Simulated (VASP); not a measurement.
Here is the system:

```yaml
crystal:
  lattice:
    - [0.00000, 2.83946, 2.83946]
    - [2.83946, 0.00000, 2.83946]
    - [2.83946, 2.83946, 0.00000]
  atoms:
    - { symbol: Na, position: [0.00000, 0.00000, 0.00000] }
    - { symbol: Cl, position: [0.50000, 0.50000, 0.50000] }
```

Computed with PBE GGA, VASP's PBE PAW potentials (set 64) (plane waves; VASP). Run with 400 eV cut-off, Gaussian smearing of 0.050 eV, potentials Na_pv Cl.

### Question
Give the energies of bands 5 to 10 at the high-symmetry points, in eV from the valence-band maximum.

### Answer

```csv
band,Γ,X,U,L,W
5,0.00,-1.60,-1.36,-1.86,-1.15
6,0.00,-0.58,-1.08,-0.25,-1.15
7,0.00,-0.58,-0.48,-0.25,-0.73
8,5.03,7.47,8.19,7.23,8.74
9,11.10,8.09,8.97,10.46,9.65
10,11.10,11.17,10.46,10.92,9.65
```

The gap is direct, 5.03 eV, from the valence maximum at Γ to the conduction minimum at Γ.

Measured: gap 8.97 eV (computed value off by -3.94 eV), as given by Wei Chen et al., Physical Review Materials (2018), doi:10.1103/physrevmaterials.2.073803.

The compound is NaCl in the rock salt structure. It was relaxed first.
